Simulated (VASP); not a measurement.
Given:

```xyz
6
Lattice="0.0000 4.2089 4.3575 2.4426 0.0000 4.3575 2.4426 4.2089 0.0000" Properties=species:S:1:pos:R:3 pbc="T T T"
Ti     2.4426     4.2089     4.3575
Ti     3.6638     6.3134     6.5363
Si     2.4426     7.0494     4.3575
Si     2.4426     1.3685     4.3575
Si     1.2213     3.4730     2.1788
Si     1.2213     0.7360     2.1788
```

Computed with PBE GGA, VASP's PBE PAW potentials (set 64) (plane waves; VASP). Settings: 300 eV cut-off, 7×7×7 Γ-centred mesh, Gaussian smearing of 0.20 eV, potentials Ti_sv Si.

At this cut-off the stress carries a Pulay error, which pulls relaxed volumes low.

Predict the energy per atom (σ→0), pressure, band gap (on the k-mesh) with the smallest direct gap where there is one.

The band gap (on the k-mesh) is none (metal, semimetal or under 0.01 eV) and the energy per atom (σ→0) is -6.760 eV/atom. The pressure is -68.8 kbar.

Only differences to runs with the same potentials and settings are physical.

The structure comes from a computed database's TiSi2 entry; how it stands against other phases isn't given here. The cell was not relaxed at this level.
